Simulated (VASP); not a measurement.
GW runs with VASP on GaAs (zinc blende), on PBE orbitals with a Kohn-Sham gap of 0.51 eV on the mesh.

```yaml
crystal:
  lattice:
    - [0.00000, 2.82500, 2.82500]
    - [2.82500, 0.00000, 2.82500]
    - [2.82500, 2.82500, 0.00000]
  atoms:
    - { symbol: Ga, position: [0.00000, 0.00000, 0.00000] }
    - { symbol: As, position: [0.25000, 0.25000, 0.25000] }
```

Numerical set-up: PREC = Normal, 500 eV cut-off, 4×4×4 Γ-centred mesh, Gaussian smearing of 0.010 eV, potentials Ga_d_GW As_GW.

The mesh is coarse and the basis finite, so the quasiparticle values are not converged.

```csv
run,level,NBANDS,ENCUTGW (eV),QP gap (eV),smallest direct QP gap (eV)
run 1,"G0W0@PBE, 1 step(s)",100,150,1.40,1.40
run 2,"G0W0@PBE, 1 step(s)",240,250,1.34,1.34
run 3,"G0W0@PBE, 1 step(s)",320,300,___,___
```

**Question.** What belongs in the gaps?

**Answer.** 
- run 3, QP gap (eV): 1.33
- run 3, smallest direct QP gap (eV): 1.33

Left out are failed runs and those that VASP or the mesh makes unfit.

The compound is GaAs in the zinc blende structure. The cell was not relaxed at this level.
